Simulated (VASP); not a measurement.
Molecule: O3W, in a box.

```xyz
4
Lattice="11.0000 0.0000 0.0000 0.0000 12.0000 0.0000 0.0000 0.0000 12.0000" Properties=species:S:1:pos:R:3 pbc="T T T"
O     4.9458    6.3071    7.3496
O     6.2550    4.8986    5.3608
O     4.7711    7.1434    4.7183
W     4.8168    5.7582    5.7295
```

Base run:

* Program: VASP 6.6.1
* Functional: PBE
* Dispersion: D3(BJ)
* Potentials or basis: VASP PAW PBE potentials, release 64 (O, W_sv)
* Cutoff: 520 eV
* k mesh: 1 × 1 × 1
* Occupations: gaussian, width 0.01 eV
* Spin: no spin polarisation

Its results: gap between the frontier levels 1.73 eV; largest force 2.209 eV/Å.

Problem. The run is repeated on the same cell with these changes: functional from PBE to HSE06; potentials or basis from VASP PAW PBE potentials, release 64 (O, W_sv) to VASP PAW PBE potentials, release 64 (O_h, W_sv); cutoff from 520 eV to 900 eV. What comes out?

Solution. Gap between the frontier levels 3.25 eV; largest force 0.077 eV/Å.

Caveats: spin-orbit coupling is left out, which moves the levels of the heavy elements; the PAW data sets were made with another functional, which shifts forces and pressure a little (some runs).

